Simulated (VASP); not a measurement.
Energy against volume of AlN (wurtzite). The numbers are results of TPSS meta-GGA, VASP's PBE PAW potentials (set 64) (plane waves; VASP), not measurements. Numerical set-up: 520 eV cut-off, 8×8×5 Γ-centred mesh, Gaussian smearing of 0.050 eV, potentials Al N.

Shape and ions are relaxed at each volume.

```tsv
V (Å³/atom)	E (eV/atom)
9.899	-10.51778
10.214	-10.53802
10.530	-10.54450
10.846	-10.53906
```

Task: Fit these four points and predict the energy of the run at 11.162 Å³/atom.

Result: A cubic in V^(−2/3), the third-order Birch-Murnaghan form, passes through the four points with V0 = 10.54 Å³/atom and B0 = 201 GPa, and gives -10.5233 eV/atom there. The run gave -10.5233 eV/atom, +0.0 meV/atom from the fit; all five points give B0 = 200 GPa.

The compound is AlN in the wurtzite structure. It was relaxed first.
